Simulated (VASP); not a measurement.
KMgF3: transverse stress against strain

KMgF3 (cubic perovskite, Pm-3m, 12.659 Å³/atom and stress up to 0.13 GPa in the relaxed cell, cube axes along x, y and z) under an equal strain ε along x and y, with z held. PBEsol in VASP (plane waves, PAW), 600 eV, 8×8×8 Γ-centred mesh, Gaussian smearing 0.05 eV; ions are relaxed, or left where forces stay under 0.02 eV/Å, within the symmetry of each cell. Stress is positive for a compressed cell.

Here s stands for strain and y for stress zz.

```csv
strain (%),stress zz (GPa)
-1.50,1.17
-1.00,0.72
-0.50,0.29
0.00,-0.13
0.50,-0.53
1.00,-0.91
1.50,-1.28
3.00,?
```

Fit y against s with a straight line, and predict the withheld value at s = 3.00.

Means: s 0, y -0.096. About the means, the sum of products is -5.7150 and the sum of squares of s is 7.0000; the slope is their ratio. Least squares gives y = -0.096 - 0.8164·s. Residuals (row less fit): 0.041, 0.000, -0.022, -0.034, -0.026, 0.002, 0.041; standard error 0.034 (degrees of freedom: 5). The slope gives the elastic constant 2C12 = 82 ± 1 GPa (± standard error of the fit, which holds the terms cut off). At the withheld row, y = -0.096 - 0.8164 × 3.0 = -2.545 GPa. The calculation gives -2.30 GPa, 0.245 GPa above the prediction (7.1 % of the range of y in the table). The row lies outside the fitted rows, so this is an extrapolation. From the scatter of the fitted rows alone, a prediction at this place has a standard error of 0.053 GPa, so the miss is 4.6 times that.

A polynomial of degree 2 through the 12 other runs of the series gives -2.29 there, so most of the miss is curvature that the fit leaves out. The primitive cell can neither tilt nor turn polar against its symmetry, as such crystals can under strain. Rows are the converged runs of the series near zero and its far end, less any whose ions stayed unrelaxed beside relaxed ones; series whose fitted rows scatter by over a few per cent of the range, as at a crossing or softening among them, aren't shown in this form. Most that stay on the fit to the last digits aren't either.
